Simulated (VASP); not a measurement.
## AlPt₃ (ordered alloy cell): computed properties

Method: PBEsol GGA, VASP's PBE PAW potentials (set 64) (plane waves; VASP).

| Quantity | Result |
|---|---|
| space group | Pm-3m (221) |
| cell | a = b = c = 3.8720 Å, α = β = γ = 90.00° |
| volume per atom | 14.51 Å³/atom |
| band gap (over mesh and band path) | none (metal, semimetal or under 0.01 eV) |
| density | 17.51 g/cm³ |

```xyz
4
Lattice="3.8720 0.0000 0.0000 0.0000 3.8720 0.0000 0.0000 0.0000 3.8720" Properties=species:S:1:pos:R:3 pbc="T T T"
Pt     0.0000     0.0000     0.0000
Pt     1.9360     1.9360     0.0000
Pt     1.9360     0.0000     1.9360
Al     0.0000     1.9360     1.9360
```

Unless said otherwise, spin-orbit coupling is left out, though it shifts the bands of the heavy elements here.

The structure was generated: AlPt3 was put into an ordered model structure (Pm-3m), which need not be its known phase. It was relaxed first, which changed the volume by -6 %. Symmetry was kept, so distortions that lower it aren't found. The electron count is odd and the run is not spin-polarised, which forces a metal.
